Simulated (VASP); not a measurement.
```
CELL_PARAMETERS angstrom
      0.00000     1.89654     1.89654
      1.89654     0.00000     1.89654
      1.89654     1.89654     0.00000
ATOMIC_POSITIONS crystal
  Rh 0.00000 0.00000 0.00000
```

These are PBE GGA with D3 dispersion (Becke-Johnson damping), VASP's PBE PAW potentials (set 64) (plane waves; VASP) values and carry that method's errors. Settings: 520 eV cut-off, Gaussian smearing of 0.050 eV, potentials Rh_pv.

Problem. Give the energies of bands 4 to 9 at the high-symmetry points, in eV from the Fermi level.

Solution. 
```json
[
 {"band": "4", "Γ": "-8.01", "X": "-6.38", "U": "-5.57", "L": "-6.17", "W": "-5.07"},
 {"band": "5", "Γ": "-3.11", "X": "-6.01", "U": "-4.81", "L": "-3.19", "W": "-3.84"},
 {"band": "6", "Γ": "-3.11", "X": "0.55", "U": "-2.08", "L": "-3.19", "W": "-3.84"},
 {"band": "7", "Γ": "-3.11", "X": "1.00", "U": "-0.70", "L": "0.58", "W": "-1.22"},
 {"band": "8", "Γ": "-1.00", "X": "1.00", "U": "0.38", "L": "0.58", "W": "1.01"},
 {"band": "9", "Γ": "-1.00", "X": "3.28", "U": "7.93", "L": "0.73", "W": "9.70"}
]
```

It has no gap at this level: it comes out as a metal or semimetal.

The compound is Rh in the fcc structure. It was relaxed first.
